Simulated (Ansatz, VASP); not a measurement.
# Cross-check of TePtSe between VASP and Ansatz

Wanted: the spread between two codes on one cell, functional and k mesh. The structure shown is the end of the Ansatz relaxation below.

Method: plane waves, with VASP 6.6.1 beside it; single point at PBEsol, in Ansatz 0.2.0.

## 1. Starting point

The cell holds 3 atoms: 1 Pt, 1 Se and 1 Te. Its edges and angles: a = 3.841 Å, b = 3.841 Å, c = 30.000 Å, α = 90.0°, β = 90.0°, γ = 120.0°. Vacuum lies along c.

## 2. Ansatz: relaxation, PBEsol

Ansatz runs on its default PAW (the set named soft_2) files.

This run makes the geometry at which the two programs are then compared.

input.yaml

```yaml
crystal:
  lattice:
    - [3.840726811, 0.0, 0.0]
    - [-1.9203634055, 3.3261669874, 0.0]
    - [0.0, 0.0, 30.0]
  atoms:
    - { symbol: Pt, position: [0.0, 0.0, 0.3336093965] }
    - { symbol: Se, position: [0.3333333333, 0.6666666667, 0.3760527038] }
    - { symbol: Te, position: [0.6666666667, 0.3333333333, 0.2870045664] }
  periodic: [true, true, false]
kpoints:
  mp_grid: { grid: [9, 9, 1] }
hamiltonian:
  xc: pbesol
scf:
  occupations: { method: fixed }
output:
  forces: true
  stress: true
  eigenvalues: true
  write_density: true
  write_potential: true
  elf: true
  volumetric_format: npy
relax:
  adjacent_minimum: "off"
  f_tol: 0.001
  max_steps: 60
  cell: { stress_2d_tol: 0.002 }
```

On the command line:

```
> ansatz run input.yaml --threads 8 --pin off --max-ram 14336MiB --backend cpu --events-out ev --progress --plain --runs-dir out
```

Numbers of over 12 decimals in the logs are rounded to 6 here.

The program printed:

```text
Engine: ansatz 0.2.0, aarch64-unknown-linux-gnu
Pseudopotentials: kind: paw
Pseudopotential: Pt, paw, valence charge 18, recommended cutoff 420 eV (normal), Pt.paw.azcp
Pseudopotential: Se, paw, valence charge 16, recommended cutoff 420 eV (normal), Se.paw.azcp
Pseudopotential: Te, paw, valence charge 16, recommended cutoff 420 eV (normal), Te.paw.azcp
Functional definition: PBEsol
  exchange = pbesol_x
  correlation = pbesol_c
Crystal: 3 atoms, lattice volume = 383.247 Å³
Basis set: ecut = 420 eV, 7493 PW (Γ), exchange–correlation on 54×54×432 points (8 copies of the dense FFT grid, shifted against one another)
Bands: 30, of which v1, the nominal top of the filled ones, is band 25 counted from 1 (24 counted from 0)
Symmetry: 6 space group operations
Space group: P3m1 (ITA 156), of the structure as read, at distance tolerance 7.3e-5 Å
k-points: 12 of 81 (time reversal used)
Non-local potential: Pt, projectors of the file, l = 0: 3, l = 1: 2, l = 2: 2, l = 3: 1
Non-local potential: Se, projectors of the file, l = 0: 2, l = 1: 2, l = 2: 3, l = 3: 1
Non-local potential: Te, projectors of the file, l = 0: 2, l = 1: 2, l = 2: 2, l = 3: 2
PAW form: soft (Blöchl's): semilocal exchange-correlation on the pseudo side does not see the compensation charge
PAW frozen core: Pt, regenerated for the run's functional, and the local potential with it (the file was generated under x = pbe(κ = 0.804, μ = 0.219515), c = pbe(β = 0.066725))
PAW frozen core: Se, regenerated for the run's functional, and the local potential with it (the file was generated under x = pbe(κ = 0.804, μ = 0.219515), c = pbe(β = 0.066725))
PAW frozen core: Te, regenerated for the run's functional, and the local potential with it (the file was generated under x = pbe(κ = 0.804, μ = 0.219515), c = pbe(β = 0.066725))
PAW one-centre angular grid: Pt, 590 points (default); XC on 64 Gauss nodes
PAW one-centre angular grid: Se, 590 points (default); XC on 64 Gauss nodes
PAW one-centre angular grid: Te, 590 points (default); XC on 64 Gauss nodes
Initial density: superposition of atomic densities (neutral atoms: chi_scale 0, normalization atom), corrected by the library's trained network
Initial wavefunctions: pseudopotential atomic-orbital guess
Functional: x = pbesol(κ = 0.804, μ = 0.123457), c = pbesol(β = 0.046)
SCF iter   1: F=—  HF=-24710.489548 eV  |F-HF|=—  |Δ(HF+E_count)|=         —  Δρ=1.98e-3  dr2=2.45e-2  ethr=1.77e-3  ⟨swp⟩=7.4  Hψ=1730  notcnv=0  defer=36
preconditioner: auto → Resta (q_TF=auto, 1.943 Å⁻¹)  ε∞=2.0  [insulator: Δε(μ)=1.041 eV  Ē_g=8.950 eV  n_scr=48 (ndim 8)  ℏωp=8.9 eV  f_vac=0.783  ε∞_Penn≈2.0  vacuum switching on, ρ_ref=5.8e-3 e/Å³]
SCF iter   2: F=—  HF=-24710.486082 eV  |F-HF|=—  |Δ(HF+E_count)|=   3.47e-3  Δρ=1.36e-3  dr2=6.75e-2  ethr=4.90e-5  ⟨swp⟩=5.1  Hψ=1050  notcnv=0  defer=36
SCF iter   3: F=—  HF=-24710.481821 eV  |F-HF|=—  |Δ(HF+E_count)|=   4.26e-3  Δρ=7.56e-4  dr2=1.73e-2  ethr=4.90e-5  ⟨swp⟩=4.0  Hψ=531  notcnv=0  defer=36
SCF iter   4: F=—  HF=-24710.480761 eV  |F-HF|=—  |Δ(HF+E_count)|=   1.06e-3  Δρ=4.02e-4  dr2=9.26e-4  ethr=3.45e-5  ⟨swp⟩=2.7  Hψ=465  notcnv=0  defer=36
SCF iter   5: F=—  HF=-24710.480696 eV  |F-HF|=—  |Δ(HF+E_count)|=   6.55e-5  Δρ=1.44e-4  dr2=5.32e-5  ethr=1.85e-6  ⟨swp⟩=2.9  Hψ=557  notcnv=0  defer=36
SCF iter   6: F=—  HF=-24710.480864 eV  |F-HF|=—  |Δ(HF+E_count)|=   1.68e-4  Δρ=3.03e-5  dr2=2.26e-6  ethr=1.06e-7  ⟨swp⟩=3.3  Hψ=697  notcnv=0  defer=36
SCF iter   7: F=—  HF=-24710.480869 eV  |F-HF|=—  |Δ(HF+E_count)|=   4.81e-6  Δρ=8.74e-6  dr2=2.49e-7  ethr=4.52e-9  ⟨swp⟩=3.1  Hψ=702  notcnv=0  defer=36
iter 8 did not close the SCF: its close was put off until two iterations running show no level that it waits for move by more than its bar (scf_convergence_deferred on its scf_iter line)
SCF iter   8: F=-24710.480869 eV  HF=-24710.480869 eV  |F-HF|=5.22e-8  |Δ(HF+E_count)|=   7.55e-7  Δρ=1.84e-6  dr2=1.70e-8  ethr=2.00e-10  ⟨swp⟩=34.3  Hψ=4529  notcnv=0
iter 9 did not close the SCF: its close was put off until two iterations running show no level that it waits for move by more than its bar (scf_convergence_deferred on its scf_iter line)
[...]
SCF 1 converged in 10 iterations: F = -24710.480869 eV  dr2 = 1.10e-10
  greatest PAW one-centre occupation: 1.000 electrons in one spin orbital (limit 2), on the Pt atom at site 0 (counted from 0), in its partial waves of l = 0
[...]
Crystal: 3 atoms, lattice volume = 383.220 Å³
[...]
preconditioner: auto → Resta (q_TF=auto, 1.943 Å⁻¹)  ε∞=2.0  [insulator: Δε(μ)=1.024 eV  Ē_g=8.907 eV  n_scr=48 (ndim 8)  ℏωp=8.9 eV  f_vac=0.783  ε∞_Penn≈2.0  vacuum switching on, ρ_ref=5.8e-3 e/Å³]
[...]
SCF 3 converged in 9 iterations: F = -24710.480871 eV  dr2 = 1.71e-14
relax step   3: F+E_penalty+E_count = -24710.48087100 eV  Δ(F+E_penalty+E_count) = -1.509e-6 eV  max|allowed force component| = 1.873e-4 eV/Å  Δτ_max = 0.0001 Å  P = -0.002 N/m  Ω = 383.220 Å³  energy of the carried Pulay correction = +1.101e-6 eV  fix = [c, alpha, beta]  reactions: c -0.000 N/m  (9 SCF iters, accepted)
Initial wavefunctions: pseudopotential atomic-orbital guess (no wavefunctions were taken with the density)
[...]
eigensolver tolerance schedule: the retry pair's looser diagonalisation over-reported the residual by 15923.80 of it (diagonalisation noise at an unbounded share of the residual, at the tolerance the schedule requests for it); recorded, not acted on — ethr = c·dr2/N_el stays at c = 1.0e-1
preconditioner: auto → Resta (q_TF=auto, 1.943 Å⁻¹)  ε∞=2.0  [insulator: Δε(μ)=1.024 eV  Ē_g=8.952 eV  n_scr=48 (ndim 8)  ℏωp=8.9 eV  f_vac=0.783  ε∞_Penn≈2.0  vacuum switching on, ρ_ref=5.8e-3 e/Å³]
SCF iter   2: F=—  HF=-24710.480870 eV  |F-HF|=—  |Δ(HF+E_count)|=   1.02e-4  Δρ=1.77e-6  dr2=4.46e-8  ethr=2.22e-11  ⟨swp⟩=7.0  Hψ=1403  notcnv=0  defer=36
SCF iter   3: F=—  HF=-24710.480870 eV  |F-HF|=—  |Δ(HF+E_count)|=   4.76e-9  Δρ=8.54e-7  dr2=4.05e-9  ethr=2.22e-11  ⟨swp⟩=2.6  Hψ=473  notcnv=0  defer=36
SCF iter   4: F=—  HF=-24710.480870 eV  |F-HF|=—  |Δ(HF+E_count)|=  4.58e-10  Δρ=5.90e-7  dr2=2.09e-9  ethr=8.09e-12  ⟨swp⟩=2.1  Hψ=426  notcnv=0  defer=36
SCF iter   5: F=—  HF=-24710.480870 eV  |F-HF|=—  |Δ(HF+E_count)|=  2.33e-10  Δρ=4.37e-7  dr2=8.22e-10  ethr=4.18e-12  ⟨swp⟩=1.8  Hψ=436  notcnv=0  defer=36
SCF iter   6: F=—  HF=-24710.480870 eV  |F-HF|=—  |Δ(HF+E_count)|=  2.18e-11  Δρ=2.90e-7  dr2=3.30e-10  ethr=1.64e-12  ⟨swp⟩=1.5  Hψ=389  notcnv=0  defer=36
SCF iter   7: F=—  HF=-24710.480870 eV  |F-HF|=—  |Δ(HF+E_count)|=  3.64e-11  Δρ=1.84e-7  dr2=1.24e-10  ethr=6.60e-13 (applied; sched 1.00e-12)  ⟨swp⟩=2.1  Hψ=461  notcnv=0  defer=36
SCF iter   8: F=—  HF=-24710.480870 eV  |F-HF|=—  |Δ(HF+E_count)|=  1.09e-10  Δρ=1.48e-7  dr2=9.10e-11  ethr=2.47e-13 (applied; sched 1.00e-12)  ⟨swp⟩=1.9  Hψ=407  notcnv=0  defer=36
SCF iter   9: F=—  HF=-24710.480870 eV  |F-HF|=—  |Δ(HF+E_count)|=  2.91e-11  Δρ=1.24e-7  dr2=6.29e-11  ethr=1.82e-13 (applied; sched 1.00e-12)  ⟨swp⟩=1.9  Hψ=404  notcnv=0  defer=36
SCF iter  10: F=—  HF=-24710.480870 eV  |F-HF|=—  |Δ(HF+E_count)|=  6.55e-11  Δρ=5.06e-9  dr2=3.01e-13  ethr=1.26e-13 (applied; sched 1.00e-12)  ⟨swp⟩=3.0  Hψ=696  notcnv=0  defer=36
SCF iter  11: F=-24710.480870 eV  HF=-24710.480870 eV  |F-HF|=1.46e-11  |Δ(HF+E_count)|=  4.37e-11  Δρ=3.30e-9  dr2=7.53e-14  ethr=1.00e-12  ⟨swp⟩=27.9  Hψ=2973  notcnv=0
SCF 4 converged in 11 iterations: F = -24710.480870 eV  dr2 = 7.53e-14
relax step   4: F+E_penalty+E_count = -24710.48087035 eV  Δ(F+E_penalty+E_count) = +6.447e-7 eV  max|allowed force component| = 1.873e-4 eV/Å  Δτ_max = 0.0000 Å  P = -0.002 N/m  Ω = 383.220 Å³  fix = [c, alpha, beta]  reactions: c -0.000 N/m  stress off target by 1.51e-3 N/m on what of the cell is left free  SCF on the basis re-selected at this cell (its energy is not comparable with the rows above)  (11 SCF iters)
basis re-selected at this cell: Δ(F+E_penalty+E_count) = +6.447e-7 eV, ΔP = +0.000 N/m vs the last step (what re-selecting the basis moved, of the pressure what is left beyond the Pulay correction that the steps carried, after the strain that the cell walked since its last selection, with what the two solves' SCF thresholds leave and, on support functions, any second-order correction that the steps lacked; it is no m [...]
SCF converged after 11 iterations
Free energy (F): -24710.480870 eV
Harris-Foulkes:  -24710.480870 eV  (|F-HF|=1.46e-11)
Internal energy: -24710.480870 eV  (E = F + TS)
E sigma→0 (E₀):  -24710.480870 eV
Fermi energy:    -5.243144 eV
--- Per-component energies (eV) ---
  E_band       = -1725.097321
  E_kinetic    = 937.868022
  E_local      = -114455.845173  (includes V_loc(G=0)·N_el)
  E_nonlocal   = -697.419114
  E_hartree    = 56725.332919
  E_xc         = -487.080052
  E_vxc        = -504.691452  (∫ρ·V_xc dr)
  E_paw        = -15769.993076  (= ΣΔE_a)
  E_vpaw       = -455.674808  (= ΣTr[D̂ρ^β])
  E_aug_tail   = -0.000606  (compensation charges beyond the density's cutoff)
  E_ewald      = 49034.985963
  E_core_change = 1.670247  (= ΣΔE_core)
  E_smearing   = -0.000000  (= −TS)
  E_closure    = -0.000000  (closes the sum)
  Σ components = -24710.480870   (vs F -24710.480870, Δ=0.00e0)
--- Forces (eV/Å), atoms counted from 1 ---
  atom   1  Pt     0.00000000    -0.00000000     0.00018739
  atom   2  Se     0.00000000    -0.00000000    -0.00009341
  atom   3  Te     0.00000000     0.00000000    -0.00009386
  max |Σ_I F_I| component: 1.21e-7 eV/Å
--- 2D stress c σ (N/m, compression-positive) ---
       -0.001511      -0.000000      -0.000000
       -0.000000      -0.001511      -0.000000
       -0.000000      -0.000000      -0.000000
  P = ½ c Tr σ = -0.0015 N/m
--- Band table (eV; the first three rows and the last of 12) ---
  k-point 0: bands = [... 21 lower, -6.9556, -5.8394, -5.2431, -5.2431, -2.4358, -2.4358, -1.3501 (-1.3503°), -0.3730, ... 1 higher]
  k-point 1: bands = [... 21 lower, -7.2187, -5.7507, -5.4359, -5.3097, -3.3214, -2.6473, -0.9471 (-0.9477°), -0.0472, ... 1 higher]
  k-point 2: bands = [... 21 lower, -7.7125, -6.0685, -5.6657, -5.4486, -4.2164, -2.8795, -0.3552 (-0.3555°), -0.2657, ... 1 higher]
  k-point 11: bands = [... 21 lower, -8.2714, -7.5976, -6.7081, -6.5284, -4.2191, -3.4367, -0.1428, 1.6209, ... 1 higher]
  ° read free of the cell's end (the report's vacuum.weakly_bound_levels)
--- Relaxed structure (3 steps of the walk, 2 accepted, 1 SCFs on fresh bases) ---
  F+E_penalty+E_count = -24710.48087035 eV   max|allowed force component| = 1.873e-4 eV/Å   (the final SCF, on the basis selected at the relaxed cell)
  cell:  # Å, volume = 383.2201 Å³
    - [3.840592, 0.0, 0]
    - [-1.920296, 3.326050, 0]
    - [0, 0, 30.0]
  atoms:
    - { symbol: Pt, position: [0, 0, 0.333611] }
    - { symbol: Se, position: [0.333333, 0.666667, 0.376050] }
    - { symbol: Te, position: [0.666667, 0.333333, 0.287006] }
```

(Continued in part 2 of 2.)

[Lines on the potential files, build, host, timing and source positions are cut from VASP's logs without a mark.]

[Logs are printed without paths, hosts, clocks, repeated set-up lines and the standing remarks that a program may print on its own settings, such as how far it seeks lower states.]

[Hosts, paths, dates, database ids (printed as entryN), source tags and the programs' standing remarks are cut or masked in the printed files.]
